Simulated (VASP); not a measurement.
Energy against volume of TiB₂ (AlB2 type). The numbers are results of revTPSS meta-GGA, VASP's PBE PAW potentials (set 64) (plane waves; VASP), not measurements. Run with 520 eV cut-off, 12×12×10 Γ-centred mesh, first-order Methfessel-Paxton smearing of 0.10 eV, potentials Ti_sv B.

Shape and ions are relaxed at each volume.

```csv
V (Å³/atom),E (eV/atom)
7.920,-8.82334
8.173,-8.84553
8.426,-8.85322
8.679,-8.84835
```

Task: Fit these four points and predict the energy of the run at 8.931 Å³/atom.

Result: A cubic in V^(−2/3), the third-order Birch-Murnaghan form, passes through the four points with V0 = 8.45 Å³/atom and B0 = 262 GPa, and gives -8.8326 eV/atom there. The run gave -8.8326 eV/atom, -0.0 meV/atom from the fit; all five points give B0 = 262 GPa.

The compound is TiB2 in the AlB2 type structure. It was relaxed first.
